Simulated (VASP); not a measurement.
Method: r2SCAN meta-GGA, VASP's PBE PAW potentials (set 64) (plane waves; VASP).

VASP ran on this input.

**POSCAR**
```
RhSe
1.0
  0.0000000000   3.0253150000   3.0253150000
  3.0253150000   0.0000000000   3.0253150000
  3.0253150000   3.0253150000   0.0000000000
Rh Se
1 1
Cart
  0.0000000000   0.0000000000   0.0000000000
  1.5126575000   1.5126575000   1.5126575000
```

### KPOINTS
```
Automatic mesh
0
Gamma
9 9 9
0 0 0
```

### INCAR
```
SYSTEM = RhSe
PREC = Accurate
ENCUT = 400
EDIFF = 1E-6
NELM = 100
ALGO = Normal
LREAL = .FALSE.
LASPH = .TRUE.
ISMEAR = 1
SIGMA = 0.1
METAGGA = R2SCAN
LMIXTAU = .TRUE.
LMAXMIX = 4
LWAVE = .FALSE.
LCHARG = .FALSE.
IBRION = 2
ISIF = 3
NSW = 60
EDIFFG = -0.01
```

POTCAR, in this order: Rh_pv Se (PBE.64 set). Program: vasp_std.

Energy and stress use the plane-wave basis of the starting cell.

Q: Predict the energy per atom (σ→0), volume per atom, band gap (on the k-mesh).

A: 
The energy per atom (σ→0) is -19.378 eV/atom. The band gap (on the k-mesh) is none (metal, semimetal or under 0.01 eV) and the volume per atom is 20.96 Å³/atom.

File OSZICAR:
```
...
DAV:   2    -0.387595233436E+02    0.11382E-01   -0.92239E-02   980   0.354E+00    0.310E-01
DAV:   3    -0.387573767400E+02    0.21466E-02   -0.70646E-03   980   0.101E+00    0.103E-01
DAV:   4    -0.387571956917E+02    0.18105E-03   -0.11222E-03  1028   0.224E-01    0.440E-02
DAV:   5    -0.387571263932E+02    0.69299E-04   -0.29578E-04   980   0.179E-01    0.245E-02
DAV:   6    -0.387571787321E+02   -0.52339E-04   -0.30450E-04  1004   0.162E-01    0.115E-02
DAV:   7    -0.387572682087E+02   -0.89477E-04   -0.59411E-05   980   0.697E-02    0.233E-03
DAV:   8    -0.387572678063E+02    0.40243E-06   -0.13741E-06   912   0.114E-02
   4 F= -.38757268E+02 E0= -.38756894E+02  d E =-.879055E+00
```

The structure was generated: RhSe was put into the zinc blende type (F-43m), which need not be its known phase. This run relaxes it. Symmetry was kept, so distortions that lower it aren't found. The electron count is odd and the run is not spin-polarised, which forces a metal.
